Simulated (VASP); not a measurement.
# CaSc (Fm-3m) in VASP: a series of runs

The runs below take CaSc through relaxation of cell and atoms, with PBE, RPBE.

Everything below comes from runs of VASP 6.6.1. Logs are shortened: lines on timing, memory, paths and dates and some standing lists are left out, and cuts for length are marked.

## 1. The structure

It takes space group Fm-3m (No. 225, cubic). The conventional cell has a = 6.464 Å, b = 6.464 Å, c = 6.464 Å, α = 90.00°, β = 90.00°, γ = 90.00°. Ca (site symmetry m-3m) has 6 Sc at 3.23 Å as nearest neighbours. Sc (site symmetry m-3m) has 6 Ca at 3.23 Å as nearest neighbours.

The cell was built by a generator and needn't be a form met in nature.

## 2. Relaxation of cell and atoms, PBE

The input, INCAR:

```
SYSTEM = CaSc
ALGO     = Normal         ! electronic algorithm
EDIFF    = 1E-6           ! SCF threshold, eV
EDIFFG   = -0.005         ! ionic threshold
ENCUT    = 600            ! plane-wave cutoff, eV
GGA      = PE             ! functional
IBRION   = 2              ! ionic algorithm
ISIF     = 3              ! what is computed and relaxed
ISMEAR   = 1              ! smearing method
LASPH    = .True.         ! aspherical terms in the spheres
LCHARG   = .False.        ! write CHGCAR
LREAL    = .False.        ! projectors in reciprocal space
LWAVE    = .False.        ! write WAVECAR
NELM     = 100            ! most SCF steps
NSW      = 40             ! ionic steps
PREC     = Accurate       ! precision mode
SIGMA    = 0.1            ! smearing width, eV
```

The input, KPOINTS:

```
k-points
0
Gamma
  7 7 7
  0 0 0
```

The input, POSCAR:

```
CaSc
1.0
    0.0000000000      3.2318700000      3.2318700000
    3.2318700000      0.0000000000      3.2318700000
    3.2318700000      3.2318700000      0.0000000000
Ca Sc
1 1
Direct
    0.5000000000      0.5000000000      0.5000000000
    0.0000000000      0.0000000000      0.0000000000
```

Potentials or basis: VASP PAW PBE potentials, release 64 (Ca_sv, Sc_sv).

Started as:

```sh
> cat potpaw_PBE.64/Ca_sv/POTCAR potpaw_PBE.64/Sc_sv/POTCAR > POTCAR
> mpirun -np 1 vasp_std > vasp.out
```

OUTCAR:

```text
SYSTEM = CaSc
   EDIFF = 1E-6
   EDIFFG = -0.005
   ENCUT = 600
   GGA = PE
   IBRION = 2
   ISIF = 3
   ISMEAR = 1
   LASPH = .True.
   LREAL = .False.
   NELM = 100
   NSW = 40
   PREC = Accurate

 ion  position               nearest neighbor table
   1  0.500  0.500  0.500-   2 3.23   2 3.23   2 3.23   2 3.23   2 3.23   2 3.23
   2  0.000  0.000  0.000-   1 3.23   1 3.23   1 3.23   1 3.23   1 3.23   1 3.23

  LATTYP: Found a face centered cubic cell.
 ALAT       =     6.4637400000

  Lattice vectors:

 A1 = (   0.0000000000,   3.2318700000,   3.2318700000)
 A2 = (   3.2318700000,   0.0000000000,   3.2318700000)
 A3 = (   3.2318700000,   3.2318700000,   0.0000000000)

Analysis of symmetry for initial positions (statically):
=====================================================================
 Subroutine PRICEL returns:
 Original cell was already a primitive cell.

 Routine SETGRP: Setting up the symmetry group for a
 face centered cubic supercell.

 Subroutine GETGRP returns: Found 48 space group operations
 (whereof 48 operations were pure point group operations)
 out of a pool of 48 trial point group operations.

The static configuration has the point symmetry O_h .

Analysis of symmetry for dynamics (positions and initial velocities):
=====================================================================
 Subroutine PRICEL returns:
 Original cell was already a primitive cell.

 Routine SETGRP: Setting up the symmetry group for a
 face centered cubic supercell.

 Subroutine GETGRP returns: Found 48 space group operations
 (whereof 48 operations were pure point group operations)
 out of a pool of 48 trial point group operations.

The dynamic configuration has the point symmetry O_h .

 Subroutine INISYM returns: Found 48 space group operations
 (whereof 48 operations are pure point group operations),
 and found     1 'primitive' translations

----------------------------------------------------------------------------------------

                                     Primitive cell

  volume of cell :      67.5137

  direct lattice vectors                    reciprocal lattice vectors
     0.000000000  3.231870000  3.231870000    -0.154709193  0.154709193  0.154709193
     3.231870000  0.000000000  3.231870000     0.154709193 -0.154709193  0.154709193
     3.231870000  3.231870000  0.000000000     0.154709193  0.154709193 -0.154709193

  length of vectors
     4.570554386  4.570554386  4.570554386     0.267964183  0.267964183  0.267964183

  position of ions in fractional coordinates (direct lattice)
     0.500000000  0.500000000  0.500000000
     0.000000000  0.000000000  0.000000000

  ion indices of the primitive-cell ions
   primitive index   ion index
                 1           1
                 2           2

----------------------------------------------------------------------------------------

 KPOINTS: k-points

Automatic generation of k-mesh.
 Grid dimensions read from file:
 generate k-points for:    7    7    7

 Generating k-lattice:

  Cartesian coordinates                     Fractional coordinates (reciprocal lattice)
    -0.022101313  0.022101313  0.022101313     0.142857143  0.000000000  0.000000000
     0.022101313 -0.022101313  0.022101313     0.000000000  0.142857143  0.000000000
     0.022101313  0.022101313 -0.022101313     0.000000000  0.000000000  0.142857143

  Length of vectors
     0.038280598  0.038280598  0.038280598

  Shift w.r.t. Gamma in fractional coordinates (k-lattice)
     0.000000000  0.000000000  0.000000000

 Subroutine IBZKPT returns following result:
 ===========================================

 Found     20 irreducible k-points:

 Following reciprocal coordinates:
            Coordinates               Weight
  0.000000  0.000000  0.000000      1.000000
  0.142857  0.000000  0.000000      8.000000
  0.285714  0.000000  0.000000      8.000000
  0.428571  0.000000  0.000000      8.000000
  0.142857  0.142857  0.000000      6.000000
  0.285714  0.142857  0.000000     24.000000
[... 12 lines left out ...]
 -0.428571  0.428571  0.142857     24.000000
 -0.285714  0.428571  0.142857     24.000000
   k-points           NKPTS =     20   k-points in BZ     NKDIM =     20   number of bands    NBANDS=     14
   number of dos      NEDOS =    301   number of ions     NIONS =      2
   total plane-waves  NPLWV =  64000
   dimension x,y,z NGX =    40 NGY =   40 NGZ =   40
   dimension x,y,z NGXF=    80 NGYF=   80 NGZF=   80
   ions per type =               1   1
   NGX,Y,Z   is equivalent  to a cutoff of  14.55, 14.55, 14.55 a.u.
   NGXF,Y,Z  is equivalent  to a cutoff of  29.10, 29.10, 29.10 a.u.
 SYSTEM =  CaSc
   PREC   = accura    normal or accurate (medium, high low for compatibility)
   ISTART =      0    job   : 0-new  1-cont  2-samecut
   ICHARG =      2    charge: 1-file 2-atom 10-const
   ISPIN  =      1    spin polarized calculation?
   LNONCOLLINEAR =      F non collinear calculations
   LSORBIT =      F    spin-orbit coupling
   LASPH  =      T    aspherical Exc in radial PAW
   ENCUT  =  600.0 eV  44.10 Ry    6.64 a.u.   9.13  9.13  9.13*2*pi/ulx,y,z
   NELM   =    100;   NELMIN=  2; NELMDL= -5     # of ELM steps
   EDIFF  = 0.1E-05   stopping-criterion for ELM
   LREAL  =      F    real-space projection
   EDIFFG = -.5E-02   stopping-criterion for IOM
   NSW    =     40    number of steps for IOM
   IBRION =      2    ionic relax: 0-MD 1-quasi-New 2-CG
   NFREE  =      1    steps in history (QN), initial steepest desc. (CG)
   ISIF   =      3    stress and relaxation
   ISYM   =      2    0-nonsym 1-usesym 2-fastsym
   POTIM  = 0.5000    time-step for ionic-motion
   TEBEG  =    0.0;   TEEND  =   0.0 temperature during run
   PSTRESS=    0.0 pullay stress
   NELECT =      21.0000    total number of electrons
   NUPDOWN=      -1.0000    fix difference up-down
   EMIN   =  10.00;   EMAX   =-10.00  energy-range for DOS
   EFERMI =   0.00;   METHOD = LEGACY
   ISMEAR =     1;   SIGMA  =   0.10  broadening in eV -4-tet -1-fermi 0-gaus
   EFERMI_NEDOS =   21; number of points for ismear=-14 and -15
   IALGO  =     38    algorithm
   IMIX   =      4    mixing-type and parameters
     AMIX     =   0.40;   BMIX     =  1.00
     AMIX_MAG =   1.60;   BMIX_MAG =  1.00
  volume/ion in A,a.u.               =      33.76       227.80
  Fermi-wavevector in a.u.,A,eV,Ry     =   1.109219  2.096120 16.740163  1.230367
  Thomas-Fermi vector in A             =   2.245756
   LORBIT       =      0    0 simple, 1 ext, 2 COOP (PROOUT), +10 PAW based schemes
   GGA     = PE    functional components
   LHFCALC =     F    Hartree Fock is set to
   AEXX    =    0.0000 exact exchange contribution
   IVDW    =     0    specifies the selected vdW correction
   LEPSILON=     F    determine dielectric tensor
   LRPA    =     F    only Hartree local field effects (RPA)
 conjugate gradient relaxation of ions
 non-spin polarized calculation
 Methfessel and Paxton  Order N= 1 SIGMA  =   0.10
  energy-cutoff  :      600.00
  volume of cell :       67.51
 maximum number of plane-waves:      2266
 NGX is ok and might be reduce to    40
   NGX = 19   NGY = 19   NGZ = 19

--------------------------------------- Ionic step        1  -------------------------------------------

 number of electron      21.0000000 magnetization

 Free energy of the ion-electron system (eV)
  ---------------------------------------------------
  ext. energy  EPLUGINS =         0.00000000
  ---------------------------------------------------
  free energy    TOTEN  =        -6.54372195 eV

  energy without entropy =       -6.54292460  energy(sigma->0) =       -6.54345617

------------------------ aborting loop because EDIFF is reached ----------------------------------------

  FORCE on cell =-STRESS in cart. coord.  units (eV):
  Direction    XX          YY          ZZ          XY          YZ          ZX
  --------------------------------------------------------------------------------------
  -------------------------------------------------------------------------------------
  Total        0.0270169      0.0270169      0.0270169     -0.0000000      0.0000000     -0.0000000
  in kB        0.6411432      0.6411432      0.6411432     -0.0000000      0.0000000     -0.0000000
  external PRESSURE =       0.6411432 kB  Pullay stress =       0.0000000 kB

 VOLUME and BASIS-vectors are now :
 -----------------------------------------------------------------------------
  energy-cutoff  :      600.00
  volume of cell :       67.51
      direct lattice vectors                 reciprocal lattice vectors
     0.000000000  3.231870000  3.231870000    -0.154709193  0.154709193  0.154709193
     3.231870000  0.000000000  3.231870000     0.154709193 -0.154709193  0.154709193
     3.231870000  3.231870000  0.000000000     0.154709193  0.154709193 -0.154709193

 POSITION                                       TOTAL-FORCE (eV/Angst)
 -----------------------------------------------------------------------------------
      3.23187      3.23187      3.23187         0.000000      0.000000      0.000000
      0.00000      0.00000      0.00000        -0.000000     -0.000000     -0.000000
 -----------------------------------------------------------------------------------
    total drift:                                0.000000     -0.000000      0.000000

  FREE ENERGIE OF THE ION-ELECTRON SYSTEM (eV)
  ---------------------------------------------------
  free  energy   TOTEN  =        -6.5437219492 eV

  energy  without entropy=       -6.5429245998  energy(sigma->0) =       -6.54345617

--------------------------------------- Ionic step        2  -------------------------------------------

 number of electron      21.0000000 magnetization

 Free energy of the ion-electron system (eV)
  ---------------------------------------------------
  ext. energy  EPLUGINS =         0.00000000
  ---------------------------------------------------
  free energy    TOTEN  =        -6.54375865 eV

  energy without entropy =       -6.54301491  energy(sigma->0) =       -6.54351074

 E-fermi :   2.5279     XC(G=0):  -8.5285

 val. band max:        2.5123229724   @ k =  -0.4286   0.2857   0.1429
 cond. band min:       2.5332343719   @ k =   0.1429   0.0000   0.0000
 fundamental gap:      0.0209113995
 Fermi energy:         2.5278663521

 k-point     1 :       0.0000    0.0000    0.0000
  band No.  band energies     occupation
      1     -47.9892      2.00000
      2     -38.9064      2.00000
      3     -26.6176      2.00000
      4     -26.6176      2.00000
      5     -26.6176      2.00000
      6     -19.9271      2.00000
      7     -19.9271      2.00000
      8     -19.9271      2.00000
      9      -1.8884      2.00000
     10       2.4166      2.06647
     11       2.4166      2.06647
     12       2.4166      2.06647
     13       2.4720      1.80108
     14       2.4720      1.80108

 k-point     2 :       0.1429    0.0000    0.0000
  band No.  band energies     occupation
      1     -47.9890      2.00000
      2     -38.9062      2.00000
      3     -26.6188      2.00000
      4     -26.6177      2.00000
      5     -26.6177      2.00000
      6     -19.9334      2.00000
      7     -19.9289      2.00000
      8     -19.9289      2.00000
      9      -1.6308      2.00000
     10       2.3031      2.00664
[... 294 lines left out ...]
 k-point    20 :      -0.2857    0.4286    0.1429
  band No.  band energies     occupation
      1     -47.9885      2.00000
      2     -38.9049      2.00000
      3     -26.6254      2.00000
      4     -26.6239      2.00000
      5     -26.6198      2.00000
      6     -19.9462      2.00000
      7     -19.9444      2.00000
      8     -19.9395      2.00000
      9       1.3911      2.00000
     10       1.7872      2.00000
     11       1.8819      2.00000
     12       2.3889      2.06429
     13       3.2120     -0.00000
     14       3.8275     -0.00000

------------------------ aborting loop because EDIFF is reached ----------------------------------------

  FORCE on cell =-STRESS in cart. coord.  units (eV):
  Direction    XX          YY          ZZ          XY          YZ          ZX
  --------------------------------------------------------------------------------------
  -------------------------------------------------------------------------------------
  Total        0.0073880      0.0073880      0.0073880     -0.0000000      0.0000000      0.0000000
  in kB        0.1749846      0.1749846      0.1749846     -0.0000000      0.0000000      0.0000000
  external PRESSURE =       0.1749846 kB  Pullay stress =       0.0000000 kB

 VOLUME and BASIS-vectors are now :
 -----------------------------------------------------------------------------
  energy-cutoff  :      600.00
  volume of cell :       67.65
      direct lattice vectors                 reciprocal lattice vectors
    -0.000000000  3.233976159  3.233976159    -0.154608437  0.154608437  0.154608437
     3.233976159  0.000000000  3.233976159     0.154608437 -0.154608437  0.154608437
     3.233976159  3.233976159 -0.000000000     0.154608437  0.154608437 -0.154608437

 POSITION                                       TOTAL-FORCE (eV/Angst)
 -----------------------------------------------------------------------------------
      3.23398      3.23398      3.23398        -0.000000     -0.000000     -0.000000
      3.23398      3.23398      6.46795         0.000000      0.000000      0.000000
 -----------------------------------------------------------------------------------
    total drift:                               -0.000000     -0.000000      0.000000

  FREE ENERGIE OF THE ION-ELECTRON SYSTEM (eV)
  ---------------------------------------------------
  free  energy   TOTEN  =        -6.5437586532 eV

  energy  without entropy=       -6.5430149075  energy(sigma->0) =       -6.54351074

 reached required accuracy - stopping structural energy minimisation
```

Run time: 72 s. Hardware: 1 thread of Intel Xeon Platinum 8259CL at 2.50GHz (Skylake/Cascade Lake), shared host; peak memory 0.24 GiB.

What came out:

* Free energy: -6.5438 eV
* Relaxed volume: 33.82 Å³/atom
* Relaxed cell: a = 4.574 Å, b = 4.574 Å, c = 4.574 Å, α = 60.00°, β = 60.00°, γ = 60.00°
* Space group after relaxing (to 0.05 Å): Fm-3m (No. 225)
* Energy gained by relaxing: 0.0 meV/atom
* Ionic steps: 2
* Pressure after relaxing: 0.0 GPa

Final structure:
```
Ca Sc
1.0
     0.00000    3.23398    3.23398
     3.23398    0.00000    3.23398
     3.23398    3.23398    0.00000
Ca Sc
1 1
Direct
  0.50000 0.50000 0.50000
  0.00000 0.00000 0.00000
```

Levels at points of the mesh, in eV from the Fermi level:
```
           k point  band 8  band 9  band 10  band 11  band 12  band 13
(0.00, 0.00, 0.00)  -22.45   -4.42    -0.11    -0.11    -0.11    -0.06
```

Caveat: the bands computed are all filled at some k points, so no gap is given.

[end of part 1 of 2]
